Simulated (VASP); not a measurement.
Given:

```yaml
crystal:
  lattice:
    - [0.00000, 3.20138, 3.20138]
    - [3.20138, 0.00000, 3.20138]
    - [3.20138, 3.20138, 0.00000]
  atoms:
    - { symbol: Sr, position: [0.00000, 0.00000, 0.00000] }
    - { symbol: Te, position: [0.50000, 0.50000, 0.50000] }
```

All values below come from LDA (Ceperley-Alder, Perdew-Zunger), VASP's LDA PAW potentials (set 64) (plane waves; VASP). Settings: 520 eV cut-off, 7×7×7 Γ-centred mesh, Gaussian smearing of 0.050 eV, potentials Sr_sv Te.

Give the stress tensor in GPa (positive for a compressed cell).

```
2.76  0.00  0.00
0.00  2.76  0.00
0.00  0.00  2.76
```
The pressure is its mean diagonal, 2.76 GPa.

The compound is SrTe in the rock salt structure. This cell is one point of a volume scan, at 0.94 of the reference volume.
